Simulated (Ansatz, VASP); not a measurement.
# Cross-check of Si19O32 (amorphous SiO1.7) between VASP and Ansatz

Wanted: the spread between two codes on one cell, functional and k mesh. Of the first pair: The structure shown is the start of the Ansatz relaxation below; VASP solves that cell, so the two are compared at the walk's first step.

Method: plane waves, with VASP 6.6.1 beside it; PBE, in Ansatz 0.2.0.

## (1) The structure

The cell holds 153 atoms: 57 Si and 96 O. Its edges and angles: a = 13.312 Å, b = 13.312 Å, c = 13.312 Å, α = 90.0°, β = 90.0°, γ = 90.0°. It derives from Si57O97 (amorphous SiO1.7). As first built, before any earlier steps moved the atoms or strained the cell (in the runner's words): 154 atoms (57 Si, 97 O) placed at random at 2.22 g/cm^3, melted at 5000 K for 10 ps at fixed volume with the Tersoff Si-O potential (Munetoh et al., Comput. Mater. Sci. 39, 334 (2007)). Quenched from 5000 K to 100 K at 30 K/ps and fixed volume, held 5 ps. Nearest the centre at fractional (0.919, 0.221, 0.153): Si23 at 1.58 Å, Si44 at 1.72 Å, O125 at 2.47 Å, O144 at 2.48 Å, O67 at 2.48 Å, O135 at 2.57 Å, O147 at 2.71 Å, O140 at 2.73 Å.

## (2) Ansatz: relaxation, PBE

Ansatz runs on its PAW soft_1 files.

The two programs are compared at the cell with which this relaxation starts, whose forces are those of its first step.

input.yaml

```yaml
crystal:
  lattice:
    - [13.3125, 0.0, 0.0]
    - [0.0, 13.3125, 0.0]
    - [0.0, 0.0, 13.3125]
  atoms:
    - { symbol: Si, position: [0.51868, 0.64795, 0.00798] }
    - { symbol: Si, position: [0.36181, 0.13731, 0.34784] }
[... 3 atom lines left out ...]
    - { symbol: Si, position: [0.69835, 0.94722, 0.13925] }
[... 6 atom lines left out ...]
    - { symbol: Si, position: [0.17598, 0.02662, 0.05643] }
[... 6 atom lines left out ...]
    - { symbol: Si, position: [0.72038, 0.10474, 0.95662] }
[... 2 atom lines left out ...]
    - { symbol: Si, position: [0.87569, 0.25858, 0.049] }
[... 5 atom lines left out ...]
    - { symbol: Si, position: [0.20697, 0.23443, 0.99553] }
[... 2 atom lines left out ...]
    - { symbol: Si, position: [0.88716, 0.45963, 0.15211] }
    - { symbol: Si, position: [0.90738, 0.94504, 0.25351] }
    - { symbol: Si, position: [0.53902, 0.27189, 0.26209] }
    - { symbol: Si, position: [0.04885, 0.59163, 0.07528] }
[... 5 atom lines left out ...]
    - { symbol: Si, position: [0.74106, 0.22374, 0.37357] }
    - { symbol: Si, position: [0.171, 0.27138, 0.28042] }
[... 1 atom line left out ...]
    - { symbol: Si, position: [0.94918, 0.1658, 0.26544] }
[... 2 atom lines left out ...]
    - { symbol: Si, position: [0.96414, 0.06815, 0.41413] }
[... 9 atom lines left out ...]
    - { symbol: Si, position: [0.03537, 0.33948, 0.90433] }
    - { symbol: O, position: [0.60963, 0.14449, 0.92593] }
[... 2 atom lines left out ...]
    - { symbol: O, position: [0.81154, 0.4967, 0.23627] }
[... 5 atom lines left out ...]
    - { symbol: O, position: [0.85172, 0.2456, 0.32447] }
[... 1 atom line left out ...]
    - { symbol: O, position: [0.07953, 0.03423, 0.44785] }
[... 3 atom lines left out ...]
    - { symbol: O, position: [0.91282, 0.1114, 0.52028] }
    - { symbol: O, position: [0.65361, 0.24057, 0.28413] }
[... 2 atom lines left out ...]
    - { symbol: O, position: [0.19929, 0.35368, 0.18782] }
[... 2 atom lines left out ...]
    - { symbol: O, position: [0.97947, 0.44859, 0.89149] }
[... 4 atom lines left out ...]
    - { symbol: O, position: [0.001, 0.49798, 0.14844] }
[... 2 atom lines left out ...]
    - { symbol: O, position: [0.95484, 0.8353, 0.21684] }
[... 1 atom line left out ...]
    - { symbol: O, position: [0.12271, 0.48411, 0.3808] }
[... 2 atom lines left out ...]
    - { symbol: O, position: [0.21564, 0.99994, 0.16916] }
[... 2 atom lines left out ...]
    - { symbol: O, position: [0.09169, 0.94317, 0.02034] }
    - { symbol: O, position: [0.77593, 0.0631, 0.8554] }
[... 9 atom lines left out ...]
    - { symbol: O, position: [0.27182, 0.19323, 0.29069] }
[... 1 atom line left out ...]
    - { symbol: O, position: [0.6056, 0.99835, 0.20484] }
[... 3 atom lines left out ...]
    - { symbol: O, position: [0.71971, 0.01389, 0.03959] }
[... 2 atom lines left out ...]
    - { symbol: O, position: [0.73815, 0.10195, 0.39391] }
[... 1 atom line left out ...]
    - { symbol: O, position: [0.79028, 0.93939, 0.21731] }
[... 1 atom line left out ...]
    - { symbol: O, position: [0.91413, 0.95725, 0.37656] }
[... 4 atom lines left out ...]
    - { symbol: O, position: [0.9552, 0.047, 0.20537] }
[... 6 atom lines left out ...]
    - { symbol: O, position: [0.31413, 0.24829, 0.04903] }
[... 1 atom line left out ...]
    - { symbol: O, position: [0.13632, 0.33242, 0.9761] }
    - { symbol: O, position: [0.84416, 0.38084, 0.07483] }
    - { symbol: O, position: [0.14066, 0.14488, 0.05058] }
[... 1 atom line left out ...]
    - { symbol: O, position: [0.52105, 0.28855, 0.14495] }
[... 1 atom line left out ...]
    - { symbol: O, position: [0.95345, 0.2643, 0.9554] }
[... 1 atom line left out ...]
    - { symbol: O, position: [0.02404, 0.98895, 0.84295] }
[... 1 atom line left out ...]
    - { symbol: O, position: [0.06684, 0.21435, 0.26516] }
[... 1 atom line left out ...]
    - { symbol: O, position: [0.07221, 0.30508, 0.79411] }
    - { symbol: O, position: [0.77799, 0.20023, 0.00754] }
[... 5 atom lines left out ...]
    - { symbol: O, position: [0.88438, 0.46472, 0.71466] }
kpoints:
  mp_grid: { grid: [1, 1, 1] }
hamiltonian:
  xc: pbe
  pseudopotentials: { kind: paw, azcp: { folder: soft_1 } }
scf:
  occupations: { method: gaussian, width: 0.05 }
output:
  forces: true
  eigenvalues: true
relax:
  f_tol: 0.05
  max_steps: 90
```

The run is started by

```bash
$ ansatz run input.yaml --threads 4 --pin off --max-ram 15872MiB --backend cpu --events-out ev --progress --plain --runs-dir out
```

Numbers of over 12 decimals in the logs are rounded to 6 here.

Output:

```text
Engine: ansatz 0.2.0, x86_64-unknown-linux-gnu
Pseudopotentials: kind: paw
Pseudopotential: Si, paw, valence charge 4, recommended cutoff 420 eV (normal), soft_1/Si.paw.azcp
Pseudopotential: O, paw, valence charge 6, recommended cutoff 420 eV (normal), soft_1/O.paw.azcp
Functional definition: PBE
  parameter kappa = 0.804
  parameter beta = 0.066725
  exchange = pbe_x(kappa = kappa, mu = beta*pi^2/3)
  correlation = pbe_c(beta = beta)
Crystal: 153 atoms, lattice volume = 2359.277 Å³
Basis set: ecut = 420 eV, 46297 PW (Γ), exchange–correlation on 180×180×180 points (8 copies of the dense FFT grid, shifted against one another)
Bands: 555, of which v1, the nominal top of the filled ones, is band 402 counted from 1 (401 counted from 0)
Symmetry: 1 space group operations
Space group: P1 (ITA 1), of the structure as read, at distance tolerance 1.3e-4 Å
k-points: 1
Non-local potential: Si, projectors of the file, l = 0: 2, l = 1: 2, l = 2: 1
Non-local potential: O, projectors of the file, l = 0: 2, l = 1: 2, l = 2: 1
PAW form: soft (Blöchl's): semilocal exchange-correlation on the pseudo side does not see the compensation charge
PAW one-centre angular grid: Si, 110 points (default); XC on 64 Gauss nodes
PAW one-centre angular grid: O, 110 points (default); XC on 64 Gauss nodes
Initial density: superposition of atomic densities (chi_scale 0.1, normalization cell, long waves kept (reshape's long-wave potential 0.67 eV rms))
Initial wavefunctions: pseudopotential atomic-orbital guess
Functional: x = pbe(κ = 0.804, μ = 0.219515), c = pbe(β = 0.066725)
SCF iter   1: F=—  HF=-90907.427007 eV  |F-HF|=—  |Δ(HF+E_count)|=         —  Δρ=1.06e-1  dr2=2.56e2  ethr=3.10e-3  ⟨swp⟩=6.0  Hψ=2503  notcnv=0  defer=101
preconditioner: auto → Resta (q_TF=auto, 2.280 Å⁻¹)  ε∞=2.8  [insulator: Δε(μ)=1.454 eV  Ē_g=16.150 eV  σ=0.050 eV  W_gap=1.00  n_scr=460 (ndim 8)  ℏωp=21.7 eV  f_vac=0.128  D(μ)=0.00/eV (n_scr^D=0)  ε∞_Penn≈2.8]
SCF iter   2: F=—  HF=-90841.658814 eV  |F-HF|=—  |Δ(HF+E_count)|=    6.58e1  Δρ=4.02e-2  dr2=2.19e1  ethr=3.10e-3  ⟨swp⟩=3.0  Hψ=1343  notcnv=0  defer=149
SCF iter   3: F=—  HF=-90838.481039 eV  |F-HF|=—  |Δ(HF+E_count)|=    3.18e0  Δρ=1.88e-2  dr2=6.51e0  ethr=2.72e-3  ⟨swp⟩=3.0  Hψ=664  notcnv=0  defer=145
SCF iter   4: F=—  HF=-90838.116802 eV  |F-HF|=—  |Δ(HF+E_count)|=   3.64e-1  Δρ=6.01e-3  dr2=6.83e-1  ethr=8.09e-4  ⟨swp⟩=5.0  Hψ=1395  notcnv=0  defer=144
SCF iter   5: F=—  HF=-90838.017733 eV  |F-HF|=—  |Δ(HF+E_count)|=   9.91e-2  Δρ=1.59e-3  dr2=6.49e-2  ethr=8.49e-5  ⟨swp⟩=2.0  Hψ=790  notcnv=0  defer=144
SCF iter   6: F=—  HF=-90838.056151 eV  |F-HF|=—  |Δ(HF+E_count)|=   3.84e-2  Δρ=7.36e-4  dr2=1.41e-2  ethr=8.07e-6  ⟨swp⟩=2.0  Hψ=750  notcnv=0  defer=144
SCF iter   7: F=—  HF=-90838.059570 eV  |F-HF|=—  |Δ(HF+E_count)|=   3.42e-3  Δρ=3.16e-4  dr2=2.52e-3  ethr=1.75e-6  ⟨swp⟩=2.0  Hψ=885  notcnv=0  defer=144
SCF iter   8: F=—  HF=-90838.059947 eV  |F-HF|=—  |Δ(HF+E_count)|=   3.77e-4  Δρ=8.13e-5  dr2=2.15e-4  ethr=3.13e-7  ⟨swp⟩=2.0  Hψ=742  notcnv=0  defer=144
SCF iter   9: F=—  HF=-90838.060008 eV  |F-HF|=—  |Δ(HF+E_count)|=   6.03e-5  Δρ=5.53e-5  dr2=6.59e-5  ethr=2.67e-8  ⟨swp⟩=2.0  Hψ=742  notcnv=0  defer=144
SCF iter  10: F=-90838.059987 eV  HF=-90838.059994 eV  |F-HF|=6.20e-6  |Δ(HF+E_count)|=   1.41e-5  Δρ=1.54e-5  dr2=7.07e-6  ethr=7.77e-9  ⟨swp⟩=17.0  Hψ=3978  notcnv=0
SCF 1 converged in 10 iterations: F = -90838.059987 eV  dr2 = 7.07e-6
  greatest PAW one-centre occupation: 0.867 electrons in one spin orbital (limit 2), on the O atom at site 134 (counted from 0), in its partial waves of l = 0
relax step   1: F+E_penalty+E_count = -90838.05998750 eV  Δ(F+E_penalty+E_count) = +0.000e0 eV  max|allowed force component| = 2.393e0 eV/Å  Δτ_max = 0.0000 Å  (10 SCF iters, dr2 threshold 6.25e-5 eV, accepted)
Initial density: handed on by an earlier stage of this run
Initial wavefunctions: those handed on with the density
iter 1 solved again at ethr=3.16e-5 eV; its pass at ethr=3.10e-3 eV (dr2=2.54e-1 eV) is discarded
SCF iter   1: F=—  HF=-90838.547611 eV  |F-HF|=—  |Δ(HF+E_count)|=         —  Δρ=4.15e-3  dr2=2.63e-1  ethr=3.16e-5  ⟨swp⟩=2.0  Hψ=2204  notcnv=0  defer=144
preconditioner: auto → Resta (q_TF=auto, 2.280 Å⁻¹)  ε∞=3.0  [insulator: Δε(μ)=1.311 eV  Ē_g=15.170 eV  σ=0.050 eV  W_gap=1.00  n_scr=460 (ndim 8)  ℏωp=21.7 eV  f_vac=0.198  D(μ)=0.00/eV (n_scr^D=0)  ε∞_Penn≈3.0]
SCF iter   2: F=—  HF=-90838.509632 eV  |F-HF|=—  |Δ(HF+E_count)|=   3.80e-2  Δρ=2.15e-3  dr2=6.29e-2  ethr=3.16e-5  ⟨swp⟩=2.0  Hψ=728  notcnv=0  defer=144
SCF iter   3: F=—  HF=-90838.509711 eV  |F-HF|=—  |Δ(HF+E_count)|=   7.82e-5  Δρ=6.96e-4  dr2=8.43e-3  ethr=7.83e-6  ⟨swp⟩=2.0  Hψ=945  notcnv=0  defer=144
SCF iter   4: F=—  HF=-90838.508813 eV  |F-HF|=—  |Δ(HF+E_count)|=   8.98e-4  Δρ=1.94e-4  dr2=8.75e-4  ethr=1.05e-6  ⟨swp⟩=2.0  Hψ=810  notcnv=0  defer=144
[...]
- { symbol: Si, position: [0.964318, 0.073619, 0.405699] }
    - { symbol: Si, position: [0.840807, 0.403741, 0.616758] }
    - { symbol: Si, position: [0.294732, 0.933085, 0.234052] }
    - { symbol: Si, position: [0.163778, 0.582912, 0.675077] }
    - { symbol: Si, position: [0.454248, 0.787383, 0.851492] }
    - { symbol: Si, position: [0.223202, 0.273510, 0.604077] }
    - { symbol: Si, position: [0.389752, 0.629172, 0.206743] }
    - { symbol: Si, position: [0.576358, 0.585020, 0.360086] }
    - { symbol: Si, position: [0.270671, 0.886060, 0.802103] }
    - { symbol: Si, position: [0.908642, 0.698348, 0.937388] }
    - { symbol: Si, position: [0.034314, 0.332856, 0.915039] }
    - { symbol: O, position: [0.617877, 0.151994, 0.932247] }
    - { symbol: O, position: [0.430308, 0.110324, 0.881519] }
    - { symbol: O, position: [0.409453, 0.962222, 0.196992] }
    - { symbol: O, position: [0.815737, 0.499072, 0.248431] }
    - { symbol: O, position: [0.136458, 0.815515, 0.280811] }
    - { symbol: O, position: [0.199947, 0.668885, 0.382348] }
    - { symbol: O, position: [0.277048, 0.019372, 0.979132] }
    - { symbol: O, position: [0.431529, 0.929878, 0.504753] }
    - { symbol: O, position: [0.963156, 0.142125, 0.706268] }
    - { symbol: O, position: [0.846326, 0.247239, 0.308259] }
    - { symbol: O, position: [0.288372, 0.815823, 0.701097] }
    - { symbol: O, position: [0.079509, 0.040304, 0.441157] }
    - { symbol: O, position: [0.516417, 0.754748, 0.950467] }
    - { symbol: O, position: [0.320631, 0.019017, 0.359993] }
    - { symbol: O, position: [0.244541, 0.987608, 0.544529] }
    - { symbol: O, position: [0.911787, 0.116121, 0.512207] }
    - { symbol: O, position: [0.648571, 0.238693, 0.283275] }
    - { symbol: O, position: [0.293841, 0.552059, 0.198090] }
    - { symbol: O, position: [0.689356, 0.948223, 0.721067] }
    - { symbol: O, position: [0.198238, 0.356535, 0.183513] }
    - { symbol: O, position: [0.340932, 0.727281, 0.258986] }
    - { symbol: O, position: [0.633090, 0.637806, 0.056916] }
    - { symbol: O, position: [0.976330, 0.440899, 0.896772] }
    - { symbol: O, position: [0.774122, 0.126356, 0.660705] }
[...]
- { symbol: O, position: [0.062936, 0.292307, 0.803867] }
    - { symbol: O, position: [0.791034, 0.187280, 0.024184] }
    - { symbol: O, position: [0.163574, 0.850637, 0.851375] }
    - { symbol: O, position: [0.075138, 0.996063, 0.636823] }
    - { symbol: O, position: [0.380367, 0.633646, 0.624856] }
    - { symbol: O, position: [0.800560, 0.729360, 0.990946] }
    - { symbol: O, position: [0.870870, 0.475868, 0.519627] }
    - { symbol: O, position: [0.883872, 0.461323, 0.717706] }
```

The column dr2 measures how far the density is from self-consistency, as an energy; F and HF (Harris–Foulkes) agree once it is small.

## (3) VASP: single point, PBE, start cell, pair 1

The same cell, functional, mesh and smearing now go to VASP, with its own data sets.

Lines of VASP's logs that name or quote its potential files are left out, and so is its time.

INCAR

```
SYSTEM = Si19O32
PREC = Accurate
ENCUT = 520
EDIFF = 1E-06
NELM = 120
ISMEAR = 0
SIGMA = 0.05
LREAL = Auto
ALGO = Normal
GGA = PE
NBANDS = 509
LORBIT = 11
LWAVE = .FALSE.
LCHARG = .FALSE.
ISIF = 2
LASPH = .TRUE.
GGA_COMPAT = .FALSE.
EFERMI = MIDGAP
```

POSCAR

```
Si19O32
1.0
   13.3125000000      0.0000000000      0.0000000000
    0.0000000000     13.3125000000      0.0000000000
    0.0000000000      0.0000000000     13.3125000000
Si O
57 96
Direct
    0.5186779343      0.6479474178      0.0079774648
    0.3618103286      0.1373070423      0.3478384977
[... 3 atom lines left out ...]
    0.6983511737      0.9472225352      0.1392525822
[... 6 atom lines left out ...]
    0.1759774648      0.0266215962      0.0564281690
[... 6 atom lines left out ...]
    0.7203830986      0.1047436620      0.9566197183
[... 2 atom lines left out ...]
    0.8756882629      0.2585765258      0.0489990610
[... 5 atom lines left out ...]
    0.2069708920      0.2344262911      0.9955305164
[... 2 atom lines left out ...]
    0.8871586854      0.4596281690      0.1521126761
    0.9073802817      0.9450366197      0.2535136150
    0.5390197183      0.2718873239      0.2620920188
    0.0488488263      0.5916319249      0.0752826291
[... 5 atom lines left out ...]
    0.7410629108      0.2237370892      0.3735737089
    0.1709971831      0.2713765258      0.2804206573
[... 1 atom line left out ...]
    0.9491830986      0.1657990610      0.2654422535
[... 2 atom lines left out ...]
    0.9641389671      0.0681464789      0.4141295775
[... 9 atom lines left out ...]
    0.0353727700      0.3394779343      0.9043305164
    0.6096300469      0.1444882629      0.9259267606
[... 2 atom lines left out ...]
    0.8115380282      0.4966985915      0.2362666667
[... 5 atom lines left out ...]
    0.8517183099      0.2456037559      0.3244694836
[... 1 atom line left out ...]
    0.0795267606      0.0342309859      0.4478497653
[... 3 atom lines left out ...]
    0.9128187793      0.1113990610      0.5202779343
    0.6536112676      0.2405708920      0.2841314554
[... 2 atom lines left out ...]
    0.1992863850      0.3536826291      0.1878234742
[... 2 atom lines left out ...]
    0.9794704225      0.4485934272      0.8914929577
[... 4 atom lines left out ...]
    0.0009990610      0.4979830986      0.1484394366
[... 2 atom lines left out ...]
    0.9548394366      0.8352976526      0.2168413146
[... 1 atom line left out ...]
    0.1227117371      0.4841089202      0.3808000000
[... 2 atom lines left out ...]
    0.2156394366      0.9999399061      0.1691568075
[... 2 atom lines left out ...]
    0.0916882629      0.9431737089      0.0203417840
    0.7759323944      0.0630985915      0.8553990610
[... 9 atom lines left out ...]
    0.2718197183      0.1932319249      0.2906892019
[... 1 atom line left out ...]
    0.6055962441      0.9983474178      0.2048375587
[... 3 atom lines left out ...]
    0.7197070423      0.0138892019      0.0395868545
[... 2 atom lines left out ...]
    0.7381483568      0.1019492958      0.3939079812
[... 1 atom line left out ...]
    0.7902798122      0.9393877934      0.2173070423
[... 1 atom line left out ...]
    0.9141333333      0.9572507042      0.3765633803
[... 4 atom lines left out ...]
    0.9552000000      0.0470009390      0.2053708920
[... 6 atom lines left out ...]
    0.3141333333      0.2482929577      0.0490291080
[... 1 atom line left out ...]
    0.1363230047      0.3324169014      0.9760976526
    0.8441615023      0.3808375587      0.0748319249
    0.1406572770      0.1448788732      0.0505765258
[... 1 atom line left out ...]
    0.5210516432      0.2885483568      0.1449464789
[... 1 atom line left out ...]
    0.9534497653      0.2643004695      0.9554028169
[... 1 atom line left out ...]
    0.0240375587      0.9889502347      0.8429521127
[... 1 atom line left out ...]
    0.0668394366      0.2143474178      0.2651568075
[... 1 atom line left out ...]
    0.0722103286      0.3050816901      0.7941107981
    0.7779906103      0.2002328638      0.0075417840
[... 5 atom lines left out ...]
    0.8843793427      0.4647211268      0.7146591549
```

KPOINTS

```
Automatic mesh
0
Gamma
1 1 1
0 0 0
```

Potentials, in the order of the species: Si and O (PBE family, release 64).

The run is started by

```bash
$ export OMP_NUM_THREADS=3
$ mpirun -np 1 vasp_gam
```

Output:

```text
[banner, memory and clock lines left out]
running    1 mpi-ranks, on    1 nodes
[...]
Offloading initialized ...    1 GPUs detected
[...]
LDA part: xc-table for (Slater+PW92), standard interpolation
 POSCAR, INCAR and KPOINTS ok, starting setup
[...]
entering main loop
       N       E                     dE             d eps       ncg     rms          rms(c)
DAV:   1     0.726599450148E+04    0.72660E+04   -0.46153E+05  1042   0.152E+03
DAV:   2    -0.587000775680E+03   -0.78530E+04   -0.75949E+04  1263   0.364E+02
DAV:   3    -0.128256262391E+04   -0.69556E+03   -0.69022E+03  1188   0.115E+02
DAV:   4    -0.129890484268E+04   -0.16342E+02   -0.16251E+02  1212   0.188E+01
[...]
DAV:  18    -0.114663025468E+04    0.31226E-05   -0.73463E-05  1204   0.165E-02    0.139E-02
DAV:  19    -0.114663025239E+04    0.22918E-05   -0.99633E-06  1148   0.576E-03    0.900E-03
DAV:  20    -0.114663025141E+04    0.97575E-06   -0.95602E-06  1108   0.559E-03
   1 F= -.11466303E+04 E0= -.11466303E+04  d E =-.271364E-78
```

OUTCAR, selected parts (step 3):

```text
  FREE ENERGIE OF THE ION-ELECTRON SYSTEM (eV)
  ---------------------------------------------------
  free  energy   TOTEN  =     -1146.6302514147 eV

  energy  without entropy=    -1146.6302514147  energy(sigma->0) =    -1146.63025141

[... 2 further parts left out ...]
[key lines of the parts left out:]
E-fermi :   3.8550
```

The run ends at a pressure of -1.10 GPa, with forces up to 2.9 eV/Å.

## (4) Comparison

Known differences besides the potentials themselves: the cutoff is 420 eV in Ansatz and 520 eV in VASP (PREC = Accurate, projectors in real space). Total energies have different zeros and are not compared.

Forces on 10 of the 153 atoms, those with the largest forces and the largest differences (eV/Å; atoms numbered as in POSCAR):

```csv
atom,"Ansatz x, y, z","VASP x, y, z"
Si22,"0.001, -0.005, 0.021","0.052, -0.075, -0.005"
Si23,"1.054, -1.159, 2.393","1.037, -1.167, 2.425"
Si33,"-0.248, -0.316, 0.070","-0.294, -0.390, 0.036"
Si51,"-0.005, -0.015, 0.003","0.068, 0.016, 0.021"
O67,"0.433, 0.121, -0.694","0.491, 0.133, -0.719"
O125,"0.080, 0.732, -0.470","0.099, 0.757, -0.493"
O135,"-0.206, 0.538, 0.063","-0.215, 0.485, 0.031"
O140,"0.293, 0.138, -0.703","0.311, 0.149, -0.710"
O144,"-0.743, -0.094, -0.564","-0.769, -0.101, -0.563"
O147,"-0.582, -0.236, -0.458","-0.585, -0.257, -0.463"
```

The forces differ by 21 meV/Å r.m.s., which is 11.7 % of the r.m.s. force of 0.175 eV/Å (both taken over all components).

## (5) Ansatz: relaxation, PBE

This run makes the geometry at which the two programs are then compared.

The structure compared here is the end of the Ansatz relaxation.

This is the run of step 2 again, met here at its other cell.

[end of part 1 of 2]

[Lines on the potential files, build, host, timing and source positions are cut from VASP's logs without a mark.]

[Logs are printed without paths, hosts, clocks, repeated set-up lines and the standing remarks that a program may print on its own settings, such as how far it seeks lower states.]

[Hosts, paths, dates, database ids (printed as entryN), source tags and the programs' standing remarks are cut or masked in the printed files.]
